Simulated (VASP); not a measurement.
```
CaS
1.0
    0.00000     2.83433     2.83433
    2.83433     0.00000     2.83433
    2.83433     2.83433     0.00000
Ca S
1 1
Direct
  0.00000   0.00000   0.00000
  0.50000   0.50000   0.50000
```

All values below come from rev-vdW-DF2, VASP's PBE PAW potentials (set 64) (plane waves; VASP). Settings: 520 eV cut-off, Gaussian smearing of 0.050 eV, potentials Ca_sv S.

### Question
Give the energies of bands 6 to 11 at the high-symmetry points, in eV from the valence-band maximum.

### Answer

```
band     Γ      X      U      L      W
----  ----  -----  -----  -----  -----
6     0.00  -2.31  -2.07  -3.15  -1.81
7     0.00  -0.82  -1.91  -1.19  -1.81
8     0.00  -0.82  -1.04  -1.19  -1.58
9     4.09   2.27   3.62   5.23   4.78
10    4.09   5.58   6.28   6.04   4.78
11    4.09   6.05   6.39   6.16   6.00
```

The gap is indirect, 2.27 eV, from the valence maximum at Γ to the conduction minimum at X.

Measured: gap 4.43 eV (computed value off by -2.16 eV), as given by David Waroquiers et al., Physical Review B (2013), arXiv:1302.6756.

The compound is CaS in the rock salt structure. It was relaxed first.
